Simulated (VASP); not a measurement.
Calculation: PBE GGA, VASP's PBE PAW potentials (set 64) (plane waves; VASP).

The input files of a VASP run:

**INCAR**
```
SYSTEM = Tl
PREC = Accurate; ENCUT = 480; LREAL = .False.
LASPH = .True.
EDIFF = 1E-7; NELM = 100; ALGO = Normal
LMAXMIX = 4
ISMEAR = 1; SIGMA = 0.1
GGA = PE
ISIF = 2
LWAVE = .False.; LCHARG = .False.
```

### KPOINTS
```
Automatic mesh
0
Gamma
12 12 6
0 0 0
```

**POSCAR**
```
Tl
3.5833410
  0.4999999668  -0.8660253780   0.0000000000
  0.4999999668   0.8660253780   0.0000000000
  0.0000000000   0.0000000000   1.5736636125
Tl
2
direct
  0.3333330000   0.6666670000   0.2500000000
  0.6666670000   0.3333330000   0.7500000000
```

POTCAR, in this order: Tl_d (PBE.64 set). Program: vasp_std.

Output of the run:

**OSZICAR**
```
       N       E                     dE             d eps       ncg     rms          rms(c)
DAV:   1     0.120588639678E+03    0.12059E+03   -0.13767E+04  2592   0.134E+03
DAV:   2    -0.246315611334E+01   -0.12305E+03   -0.12155E+03  2748   0.281E+02
DAV:   3    -0.449309219486E+01   -0.20299E+01   -0.20208E+01  3098   0.323E+01
DAV:   4    -0.450511036948E+01   -0.12018E-01   -0.12017E-01  2889   0.252E+00
DAV:   5    -0.450524557819E+01   -0.13521E-03   -0.13521E-03  2968   0.275E-01    0.228E+00
DAV:   6    -0.446975081718E+01    0.35495E-01   -0.71518E-02  2693   0.220E+00    0.165E+00
DAV:   7    -0.446385524269E+01    0.58956E-02   -0.28996E-02  2698   0.140E+00    0.649E-01
DAV:   8    -0.446353587642E+01    0.31937E-03   -0.17433E-03  2666   0.344E-01    0.335E-02
DAV:   9    -0.446354280927E+01   -0.69329E-05   -0.13549E-05  3084   0.338E-02    0.123E-02
DAV:  10    -0.446354889006E+01   -0.60808E-05   -0.58137E-06  2657   0.218E-02    0.953E-04
DAV:  11    -0.446354900985E+01   -0.11978E-06   -0.16247E-07  2140   0.287E-03    0.519E-04
DAV:  12    -0.446354905602E+01   -0.46176E-07   -0.23895E-08  1378   0.133E-03
   1 F= -.44635491E+01 E0= -.44637560E+01  d E =0.620899E-03
```

**OUTCAR**
```
------------------------ aborting loop because EDIFF is reached ----------------------------------------
  FORCE on cell =-STRESS in cart. coord.  units (eV):
  Direction    XX          YY          ZZ          XY          YZ          ZX
  --------------------------------------------------------------------------------------
  Total        0.0645752      0.0645752     -0.0279385      0.0000000      0.0000000      0.0000000
  in kB        1.6499440      1.6499442     -0.7138484      0.0000000      0.0000000      0.0000000
  external PRESSURE =       0.8620133 kB  Pullay stress =       0.0000000 kB
  volume of cell :       62.71
      direct lattice vectors                 reciprocal lattice vectors
     1.791670381 -3.103264244  0.000000000     0.279069189 -0.161120665  0.000000000
     1.791670381  3.103264244  0.000000000     0.279069189  0.161120665  0.000000000
     0.000000000  0.000000000  5.638973343     0.000000000  0.000000000  0.177337245
 POSITION                                       TOTAL-FORCE (eV/Angst)
 -----------------------------------------------------------------------------------
      1.79167      1.03442      1.40974         0.000000     -0.000000      0.000000
      1.79167     -1.03442      4.22923        -0.000000      0.000000      0.000000
 -----------------------------------------------------------------------------------
    total drift:                               -0.000000      0.000478      0.000008
  FREE ENERGIE OF THE ION-ELECTRON SYSTEM (eV)
  ---------------------------------------------------
  free  energy   TOTEN  =        -4.4635490560 eV

  energy  without entropy=       -4.4641699549  energy(sigma->0) =       -4.46375602
```
(Selected blocks of OUTCAR.)

### OUTCAR
```
 val. band max:        5.6105813285   @ k =   0.5000   0.0000   0.1667

 cond. band min:       5.6601486938   @ k =   0.2500   0.2500   0.1667


 Fermi energy:         5.6400185779

 k-point     1 :       0.0000    0.0000    0.0000
  band No.  band energies     occupation
      1      -5.9761      2.00000
      2      -5.8082      2.00000
      3      -5.8082      2.00000
      4      -5.8070      2.00000
      5      -5.7653      2.00000
      6      -5.7653      2.00000
      7      -5.7307      2.00000
      8      -5.7307      2.00000
      9      -5.4450      2.00000
     10      -5.4450      2.00000
     11      -3.7967      2.00000
     12       0.6398      2.00000
     13       3.2255      2.00000
     14      12.8560      0.00000
     15      12.8561      0.00000
     16      14.7864      0.00000
     17      14.7865      0.00000

 k-point     2 :       0.0833    0.0000    0.0000
  band No.  band energies     occupation
      1      -5.9611      2.00000
      2      -5.8406      2.00000
      3      -5.7856      2.00000
      4      -5.7705      2.00000
      5      -5.7630      2.00000
      6      -5.7441      2.00000
      7      -5.7430      2.00000
      8      -5.7413      2.00000
      9      -5.4655      2.00000
     10      -5.4403      2.00000
     11      -3.6778      2.00000
     12       0.7167      2.00000
     13       3.3757      2.00000
     14      11.5181      0.00000
     15      12.3292      0.00000
     16      13.8244      0.00000
     17      15.0608      0.00000

 k-point     3 :       0.1667    0.0000    0.0000
  band No.  band energies     occupation
      1      -5.9534      2.00000
      2      -5.8481      2.00000
      3      -5.7796      2.00000
      4      -5.7700      2.00000
      5      -5.7686      2.00000
      6      -5.7232      2.00000
      7      -5.7100      2.00000
      8      -5.6851      2.00000
      9      -5.5162      2.00000
     10      -5.4293      2.00000
     11      -3.3170      2.00000
...
```

Unless said otherwise, spin-orbit coupling is left out, though it shifts the bands of the heavy elements here.

The compound is Tl in the hcp structure. It was relaxed first, which changed the volume by +10 %.
